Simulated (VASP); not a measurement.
Computed with PBEsol GGA + U (Dudarev), VASP's PBE PAW potentials (set 64) (plane waves; VASP).

Input for VASP

**POSCAR**
```
MnSe
4.311010
  1.0000000000   0.0000000000   0.0000000000
  0.0000000000   1.0000000000   0.0000000000
  0.0000000000   0.0000000000   1.2600833679
Mn Se
2 2
Direct
  0.5000000000   0.0000000000   0.2368000000
  0.0000000000   0.5000000000   0.7632000000
  0.0000000000   0.0000000000   0.0000000000
  0.5000000000   0.5000000000   0.0000000000
```

**INCAR**
```
SYSTEM  =  MnSe
PREC  =  Accurate; ENCUT  =  300; LREAL  =  .FALSE.
LASPH  =  .TRUE.
EDIFF  =  1E-6; NELM  =  100; ALGO  =  Normal
LMAXMIX  =  4
ISMEAR  =  -1; SIGMA  =  0.1
GGA  =  PS
MAGMOM  =  2*4.0 2*0.0
ISPIN  =  2
LDAUL  =  2 -1
LDAUU  =  2.0 0
LDAUJ  =  0 0
LDAU  =  .TRUE.; LDAUTYPE  =  2
ISIF  =  2
LWAVE  =  .FALSE.; LCHARG  =  .FALSE.; LORBIT  =  11
```

**KPOINTS**
```
Automatic mesh
0
Gamma
3 3 3
0 0 0
```

POTCAR, in this order: Mn_pv Se (PBE.64 set). Program: vasp_std.

At this cut-off the stress carries a Pulay error, which pulls relaxed volumes low. The moments were started parallel, and other spin orders were not tried in this run.

Problem. Estimate the energy per atom (σ→0), cell moment, pressure, largest force, band gap (on the k-mesh).

Solution. 
| Quantity | Value |
|---|---|
| energy per atom (σ→0) | -5.824 eV/atom |
| cell moment | 9.16 μB |
| band gap (on the k-mesh) | none (metal, semimetal or under 0.01 eV) |
| pressure | 5.86 GPa |
| largest force | 0.320 eV/Å |

**OSZICAR**
```
...
DAV:  10    -0.233295899437E+02   -0.27749E-02   -0.16868E-02   692   0.123E+00    0.356E-01
DAV:  11    -0.233310465248E+02   -0.14566E-02   -0.21448E-03   740   0.362E-01    0.156E-01
DAV:  12    -0.233312223272E+02   -0.17580E-03   -0.29886E-04   732   0.132E-01    0.681E-02
DAV:  13    -0.233312482530E+02   -0.25926E-04   -0.25914E-05   729   0.452E-02    0.369E-02
DAV:  14    -0.233312606784E+02   -0.12425E-04   -0.16944E-05   674   0.299E-02    0.916E-03
DAV:  15    -0.233312627788E+02   -0.21004E-05   -0.19489E-06   521   0.115E-02    0.364E-03
DAV:  16    -0.233312629936E+02   -0.21483E-06   -0.44018E-07   471   0.466E-03
   1 F= -.23331263E+02 E0= -.23295710E+02  d E =-.711062E-01  mag=     9.1569
```

The structure was generated: MnSe was put into an ordered model structure, which need not be its known phase. The cell was not relaxed at this level. The k-mesh is coarse (spacing up to 0.49 per Å, 2π included), so the numbers may not be converged in it. The run is one of a series of settings (LDAU = .TRUE., LDAUJ = 0 0, LDAUL = 2 -1, LDAUTYPE = 2, LDAUU = 2.0 0 against the base run), some of them coarse on purpose.
